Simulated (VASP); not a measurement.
Level of theory: LDA (Ceperley-Alder, Perdew-Zunger), VASP's LDA PAW potentials (set 64) (plane waves; VASP).

VASP input:

File KPOINTS:
```
Automatic mesh
0
Gamma
6 6 6
0 0 0
```

POSCAR:
```
Ba(P2Pd)2
1
   -3.4219100000     3.4219100000     2.9868950000
    3.4219100000    -3.4219100000     2.9868950000
    3.4219100000     3.4219100000    -2.9868950000
Ba P Pd
1 4 2
Direct
  0.0000000000   0.0000000000   0.0000000000
  0.2738100000   0.5000000000   0.7738100000
  0.7261900000   0.5000000000   0.2261900000
  0.5000000000   0.7261900000   0.2261900000
  0.5000000000   0.2738100000   0.7738100000
  0.7500000000   0.2500000000   0.5000000000
  0.2500000000   0.7500000000   0.5000000000
```

INCAR:
```
! general
SYSTEM  = Ba(P2Pd)2
PREC    = Accurate
ENCUT   = 300
LREAL   = .FALSE.
LASPH   = .TRUE.   ! aspherical one-centre terms

! electronic loop
EDIFF   = 1E-6
NELM    = 100
ALGO    = Normal
LMAXMIX = 4

! smearing
ISMEAR  = -1
SIGMA   = 0.136

! ions
ISIF    = 2

! output
LWAVE   = .FALSE.
LCHARG  = .FALSE.
```

POTCAR, in this order: Ba_sv P Pd (LDA.64 set). Program: vasp_std.

Output

File OSZICAR:
```
       N       E                     dE             d eps       ncg     rms          rms(c)
DAV:   1     0.197292888758E+03    0.19729E+03   -0.16741E+04  1800   0.969E+02
DAV:   2    -0.321355929345E+02   -0.22943E+03   -0.22132E+03  2168   0.226E+02
DAV:   3    -0.454668260970E+02   -0.13331E+02   -0.13089E+02  2394   0.542E+01
DAV:   4    -0.457916183488E+02   -0.32479E+00   -0.32391E+00  2450   0.855E+00
DAV:   5    -0.458003846576E+02   -0.87663E-02   -0.87638E-02  2434   0.119E+00    0.170E+01
DAV:   6    -0.451253170694E+02    0.67507E+00   -0.12447E+01  2088   0.251E+01    0.108E+01
DAV:   7    -0.445544306906E+02    0.57089E+00   -0.32742E+00  1992   0.150E+01    0.657E+00
DAV:   8    -0.445419783682E+02    0.12452E-01   -0.64738E-01  2294   0.380E+00    0.160E+00
DAV:   9    -0.444923576134E+02    0.49621E-01   -0.21969E-01  2136   0.361E+00    0.350E-01
DAV:  10    -0.444939752564E+02   -0.16176E-02   -0.20274E-02  2154   0.711E-01    0.194E-01
DAV:  11    -0.444940179255E+02   -0.42669E-04   -0.12980E-03  2304   0.208E-01    0.113E-01
DAV:  12    -0.444939278355E+02    0.90090E-04   -0.45793E-04  2168   0.172E-01    0.589E-02
DAV:  13    -0.444939282599E+02   -0.42440E-06   -0.94911E-05  2136   0.564E-02    0.103E-02
DAV:  14    -0.444939269973E+02    0.12625E-05   -0.62880E-06  2136   0.118E-02    0.380E-03
DAV:  15    -0.444939270172E+02   -0.19847E-07   -0.65454E-07  1398   0.480E-03
   1 F= -.44493927E+02 E0= -.44433542E+02  d E =-.120770E+00
```

**OUTCAR**
```
------------------------ aborting loop because EDIFF is reached ----------------------------------------
  FORCE on cell =-STRESS in cart. coord.  units (eV):
  Direction    XX          YY          ZZ          XY          YZ          ZX
  --------------------------------------------------------------------------------------
  Total       -3.6490380     -3.6490380     -4.7230904      0.0000000      0.0000000     -0.0000000
  in kB      -41.7899509    -41.7899509    -54.0903414      0.0000000      0.0000000     -0.0000000
  external PRESSURE =     -45.8900811 kB  Pullay stress =       0.0000000 kB
  volume of cell :      139.90
      direct lattice vectors                 reciprocal lattice vectors
    -3.421910000  3.421910000  2.986895000     0.000000000  0.146117227  0.167397917
     3.421910000 -3.421910000  2.986895000     0.146117227  0.000000000  0.167397917
     3.421910000  3.421910000 -2.986895000     0.146117227  0.146117227  0.000000000
 POSITION                                       TOTAL-FORCE (eV/Angst)
 -----------------------------------------------------------------------------------
      0.00000      0.00000      0.00000        -0.000000     -0.000000      0.000000
      3.42191      1.87391      0.00000        -0.000000     -0.392258      0.000000
     -0.00000      1.54800      2.98689        -0.000000      0.392258     -0.000000
      1.54800     -0.00000      2.98689         0.392258      0.000000     -0.000000
      1.87391      3.42191      0.00000        -0.392258     -0.000000      0.000000
      0.00000      3.42191      1.49345        -0.000000      0.000000      0.000000
      3.42191      0.00000      1.49345        -0.000000      0.000000     -0.000000
 -----------------------------------------------------------------------------------
    total drift:                                0.000000     -0.000000      0.000000
  FREE ENERGIE OF THE ION-ELECTRON SYSTEM (eV)
  ---------------------------------------------------
  free  energy   TOTEN  =       -44.4939270172 eV

  energy  without entropy=      -44.3731565692  energy(sigma->0) =      -44.43354179
```
(Selected blocks of OUTCAR.)

At this cut-off the stress carries a Pulay error, which pulls relaxed volumes low.

The structure comes from a computed database's BaPd2P4 entry (I4/mmm); how it stands against other phases isn't given here. The cell was not relaxed at this level.
